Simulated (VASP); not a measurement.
Data:

```
NiGe
1.0
    5.24968     0.00000     0.00000
    0.00000     3.48236     0.00000
    0.00000     0.00000     5.79536
Ni Ge
4 4
Cartesian
  2.65455   0.87059   4.01860
  2.59513   2.61177   1.77676
  5.21997   2.61177   1.12092
  0.02971   0.87059   4.67444
  3.62760   0.87059   0.50714
  1.62209   2.61177   5.28822
  4.24693   2.61177   3.40482
  1.00276   0.87059   2.39054
```

Method: r2SCAN meta-GGA, VASP's PBE PAW potentials (set 64) (plane waves; VASP 6.6.1). Settings: 400 eV cut-off, 7×10×6 Γ-centred mesh, tetrahedra with Blöchl corrections, potentials Ni Ge_d.

The cores are frozen, which limits the accuracy of field gradients.

Problem. Give the principal components of the electric field gradient (V/Å²) and the asymmetry η at each nucleus.

Solution. 
| atom | Vxx | Vyy | Vzz | η |
|---|---|---|---|---|
| Ni1 | 9.7 | 7.7 | -17.4 | 0.12 |
| Ni2 | 9.7 | 7.7 | -17.4 | 0.12 |
| Ni3 | 9.7 | 7.7 | -17.4 | 0.12 |
| Ni4 | 9.7 | 7.7 | -17.4 | 0.12 |
| Ge5 | -54.8 | -7.6 | 62.3 | 0.76 |
| Ge6 | -54.8 | -7.6 | 62.3 | 0.76 |
| Ge7 | -54.8 | -7.6 | 62.3 | 0.76 |
| Ge8 | -54.8 | -7.6 | 62.3 | 0.76 |

The structure comes from a computed database's NiGe entry (Pnma); how it stands against other phases isn't given here. It was relaxed first. The run is not spin-polarised, so no magnetic state was tried.
